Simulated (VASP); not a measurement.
These are RPBE GGA, VASP's PBE PAW potentials (set 64) (plane waves; VASP) values and carry that method's errors.

The input files of a VASP run:

File POSCAR:
```
Ni3Fe
1.0
  3.6166960687   0.0000000000   0.0000000000
  0.0000000000   3.6166960687   0.0000000000
  0.0000000000   0.0000000000   3.6166960687
Fe Ni
1 3
Cartesian
  0.0000000000   0.0000000000   0.0000000000
  0.0000000000   1.8083480344   1.8083480344
  1.8083480344   0.0000000000   1.8083480344
  1.8083480344   1.8083480344   0.0000000000
```

INCAR:
```
LWAVE  =  F
ISMEAR  =  1
SYSTEM  =  Ni3Fe
ALGO  =  Normal   # blocked Davidson
SIGMA  =  0.1   # width (eV)
PREC  =  Accurate
GGA  =  RP
ISPIN  =  2
MAGMOM  =  3.0 3*0.7
LREAL  =  F
LORBIT  =  10
NELM  =  100
LCHARG  =  F
LASPH  =  T   # aspherical one-centre terms
ISIF  =  2
LMAXMIX  =  4
ENCUT  =  520   # plane-wave cut-off (eV)
EDIFF  =  1E-7
```

### KPOINTS
```
K-points
0
G
  9 9 9
0 0 0
```

POTCAR, in this order: Fe Ni (PBE.64 set). Program: vasp_std.

Output

### OSZICAR
```
       N       E                     dE             d eps       ncg     rms          rms(c)
DAV:   1     0.243400135722E+03    0.24340E+03   -0.17304E+04  3752   0.201E+03
DAV:   2    -0.127018786732E+02   -0.25610E+03   -0.24677E+03  3648   0.359E+02
DAV:   3    -0.265579344280E+02   -0.13856E+02   -0.13062E+02  3756   0.114E+02
DAV:   4    -0.267553688990E+02   -0.19743E+00   -0.19674E+00  3880   0.142E+01
DAV:   5    -0.267608297015E+02   -0.54608E-02   -0.54598E-02  5210   0.189E+00    0.191E+01
DAV:   6    -0.251045809945E+02    0.16562E+01   -0.38797E+01  3910   0.102E+02    0.277E+01
DAV:   7    -0.276446081395E+02   -0.25400E+01   -0.21038E+01  4364   0.124E+02    0.274E+01
DAV:   8    -0.227478075092E+02    0.48968E+01   -0.15479E+01  4504   0.541E+01    0.652E+00
DAV:   9    -0.229880092678E+02   -0.24020E+00   -0.83089E-01  4310   0.118E+01    0.371E+00
DAV:  10    -0.229642990203E+02    0.23710E-01   -0.17579E-01  4872   0.104E+01    0.167E+00
DAV:  11    -0.229645189323E+02   -0.21991E-03   -0.59376E-02  5324   0.312E+00    0.132E+00
DAV:  12    -0.229676774986E+02   -0.31586E-02   -0.79639E-03  4130   0.211E+00    0.476E-01
DAV:  13    -0.229680145775E+02   -0.33708E-03   -0.33914E-03  5296   0.115E+00    0.665E-02
DAV:  14    -0.229681077841E+02   -0.93207E-04   -0.56325E-04  5358   0.285E-01    0.131E-01
DAV:  15    -0.229680795027E+02    0.28281E-04   -0.13277E-04  4376   0.313E-01    0.243E-02
DAV:  16    -0.229680825860E+02   -0.30833E-05   -0.15098E-05  5250   0.648E-02    0.318E-02
DAV:  17    -0.229680821674E+02    0.41868E-06   -0.57314E-06  4330   0.641E-02    0.432E-03
DAV:  18    -0.229680818161E+02    0.35129E-06   -0.16667E-06  4320   0.135E-02    0.182E-03
DAV:  19    -0.229680818098E+02    0.63005E-08   -0.93409E-08  2206   0.393E-03
   1 F= -.22968082E+02 E0= -.22968072E+02  d E =-.288894E-04  mag=     4.9824
```

### OUTCAR
```
------------------------ aborting loop because EDIFF is reached ----------------------------------------
  FORCE on cell =-STRESS in cart. coord.  units (eV):
  Direction    XX          YY          ZZ          XY          YZ          ZX
  --------------------------------------------------------------------------------------
  Total       -1.4011624     -1.4011624     -1.4011624      0.0000000      0.0000000      0.0000000
  in kB      -47.4529295    -47.4529295    -47.4529295      0.0000000      0.0000000      0.0000000
  external PRESSURE =     -47.4529295 kB  Pullay stress =       0.0000000 kB
  volume of cell :       47.31
      direct lattice vectors                 reciprocal lattice vectors
     3.616696069  0.000000000  0.000000000     0.276495448  0.000000000  0.000000000
     0.000000000  3.616696069  0.000000000     0.000000000  0.276495448  0.000000000
     0.000000000  0.000000000  3.616696069     0.000000000  0.000000000  0.276495448
 POSITION                                       TOTAL-FORCE (eV/Angst)
 -----------------------------------------------------------------------------------
      0.00000      0.00000      0.00000         0.000000      0.000000      0.000000
      0.00000      1.80835      1.80835         0.000000      0.000000      0.000000
      1.80835      0.00000      1.80835         0.000000      0.000000      0.000000
      1.80835      1.80835      0.00000         0.000000      0.000000      0.000000
 -----------------------------------------------------------------------------------
    total drift:                                0.000000      0.000000      0.000000
  FREE ENERGIE OF THE ION-ELECTRON SYSTEM (eV)
  ---------------------------------------------------
  free  energy   TOTEN  =       -22.9680818098 eV

  energy  without entropy=      -22.9680529204  energy(sigma->0) =      -22.96807218

 total charge

# of ion       s       p       d       tot
------------------------------------------
    1        0.452   0.456   6.058   6.965
    2        0.478   0.458   8.293   9.229
    3        0.478   0.458   8.293   9.229
    4        0.478   0.458   8.293   9.229
--------------------------------------------------
tot          1.886   1.829  30.938  34.652

 magnetization (x)

# of ion       s       p       d       tot
------------------------------------------
    1        0.014  -0.004   2.999   3.009
    2       -0.016  -0.046   0.742   0.681
    3       -0.016  -0.046   0.742   0.681
    4       -0.016  -0.046   0.742   0.681
--------------------------------------------------
tot         -0.034  -0.142   5.227   5.051
```
(Selected blocks of OUTCAR.)

### OUTCAR
```
 val. band max:        7.9720640747   @ k =   0.3333   0.2222   0.1111

 cond. band min:       7.9793345229   @ k =   0.1111   0.0000   0.0000


 Fermi energy:         7.9793082013

 spin component 1

 k-point     1 :       0.0000    0.0000    0.0000
  band No.  band energies     occupation
      1      -0.6871      1.00000
      2       2.9467      1.00000
      3       2.9467      1.00000
      4       3.6390      1.00000
      5       3.6390      1.00000
      6       3.6390      1.00000
      7       3.6774      1.00000
      8       5.3498      1.00000
      9       5.3498      1.00000
     10       5.3498      1.00000
     11       6.2434      1.00000
     12       6.2434      1.00000
     13       7.0676      1.00000
     14       7.0676      1.00000
     15       7.1190      1.00000
     16       7.1190      1.00000
     17       7.1190      1.00000
     18       7.1237      1.00000
     19       7.2651      1.00000
     20       7.2651      1.00000
     21       7.2651      1.00000
     22      10.1897      0.00000
     23      10.1897      0.00000
     24      10.1897      0.00000
     25      16.2741      0.00000
     26      16.2741      0.00000

 k-point     2 :       0.1111    0.0000    0.0000
  band No.  band energies     occupation
      1      -0.5345      1.00000
      2       2.9933      1.00000
      3       3.0130      1.00000
      4       3.6813      1.00000
      5       3.6881      1.00000
      6       3.6881      1.00000
      7       3.7304      1.00000
      8       5.3006      1.00000
      9       5.3862      1.00000
     10       5.3862      1.00000
     11       6.1872      1.00000
     12       6.2587      1.00000
     13       6.8751      1.00000
     14       6.8751      1.00000
     15       7.0046      1.00000
     16       7.0378      1.00000
     17       7.0838      1.00000
     18       7.1186      1.00000
     19       7.1449      1.00000
     20       7.1449      1.00000
...
```

The compound is Ni3Fe in the L1_2 structure. This cell is one point of a volume scan, at 1.03 of the reference volume.
